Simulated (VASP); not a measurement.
The cell holds one Ag (fcc) (100) slab, with vacuum along c, ions free to move until forces fall under 0.03 eV/Å, no reconstruction beyond this cell, dipole correction on.

Given:

```
Ag
1.0
    2.90391     0.00000     0.00000
    0.00000     2.90391     0.00000
    0.00000     0.00000    27.38169
Ag
6
Direct
  0.00000   0.50000   0.31338
  0.50000   0.00000   0.38657
  0.00000   0.50000   0.46236
  0.50000   0.00000   0.53764
  0.00000   0.50000   0.61343
  0.50000   0.00000   0.68662
```

Computed with r2SCAN meta-GGA, VASP's PBE PAW potentials (set 64) (plane waves; VASP 6.6.1). Settings: 400 eV cut-off, 10×10×1 Γ-centred mesh, first-order Methfessel-Paxton smearing of 0.10 eV, potentials Ag.

Slab and bulk use different k-meshes, so the surface energy is good to a few per cent at best.

The surface energy comes out as 1.03 J/m^2, the work function is 4.16 eV and the band gap (on the k-mesh) comes out as none (metal, semimetal or under 0.01 eV).

Measured: work function 4.36 eV (computed value off by -0.20 eV), as given by Abhirup Patra et al., Proceedings of the National Academy of Sciences (2017), arXiv:1702.08515.

The cell is a thin slab with vacuum, built from Ag (fcc): (100) face.
